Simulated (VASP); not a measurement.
A convergence study with VASP on AuZn (CsCl type): one setting is varied, all else stays as given below, so the limit is that of these other settings.

```
CELL_PARAMETERS angstrom
      3.15000     0.00000     0.00000
      0.00000     3.15000     0.00000
      0.00000     0.00000     3.15000
ATOMIC_POSITIONS crystal
  Zn 0.50000 0.50000 0.50000
  Au 0.00000 0.00000 0.00000
```

These are PBE GGA, VASP's PBE PAW potentials (set 64) (plane waves; VASP) values and carry that method's errors. The tightest run used: 550 eV cut-off, 21×21×21 Γ-centred mesh, first-order Methfessel-Paxton smearing of 0.10 eV, potentials Zn Au.

**Question.** The settings run are 1×1×1 mesh; 2×2×2 mesh; 3×3×3 mesh; 4×4×4 mesh; 5×5×5 mesh; 6×6×6 mesh; 7×7×7 mesh; 8×8×8 mesh; 9×9×9 mesh; 10×10×10 mesh; 11×11×11 mesh; 12×12×12 mesh; 13×13×13 mesh; 14×14×14 mesh; 15×15×15 mesh; 16×16×16 mesh; 17×17×17 mesh; 18×18×18 mesh; 19×19×19 mesh; 20×20×20 mesh; 21×21×21 mesh. From which on does the stress (every component) stay within 0.5 GPa of the tightest run?

**Answer.** From 6×6×6 mesh on: it is off by 0.18 there and by no more than 0.5 in any finer run, while 5×5×5 mesh is off by 0.60.
```
setting        E (eV/atom)  pressure (GPa)  irreducible k-points  difference judged (GPa)
-------------  -----------  --------------  --------------------  -----------------------
1×1×1 mesh         -2.2917           10.78                     1                     6.22
2×2×2 mesh         -2.0582            4.06                     4                     0.49
3×3×3 mesh         -2.2408            2.39                     4                     2.16
4×4×4 mesh         -2.3457            4.28                    10                     0.28
5×5×5 mesh         -2.3754            5.16                    10                     0.60
6×6×6 mesh         -2.3416            4.73                    20                     0.18
7×7×7 mesh         -2.3708            4.23                    20                     0.32
8×8×8 mesh         -2.3699            4.80                    35                     0.24
9×9×9 mesh         -2.3619            4.78                    35                     0.23
10×10×10 mesh      -2.3674            4.38                    56                     0.18
11×11×11 mesh      -2.3667            4.52                    56                     0.03
12×12×12 mesh      -2.3680            4.49                    84                     0.07
13×13×13 mesh      -2.3651            4.51                    84                     0.04
14×14×14 mesh      -2.3644            4.51                   120                     0.04
15×15×15 mesh      -2.3677            4.56                   120                     0.01
16×16×16 mesh      -2.3675            4.46                   165                     0.10
17×17×17 mesh      -2.3662            4.51                   165                     0.05
18×18×18 mesh      -2.3674            4.53                   220                     0.02
19×19×19 mesh      -2.3667            4.47                   220                     0.08
20×20×20 mesh      -2.3659            4.48                   286                     0.07
21×21×21 mesh      -2.3675            4.55                   286                     0.00
```

Left out are rungs that failed or repeat a setting and relaxations that didn't move; long series are thinned to 24 rows.

The compound is AuZn in the CsCl type structure. The cell was not relaxed at this level. The electron count is odd and the run is not spin-polarised, which forces a metal.
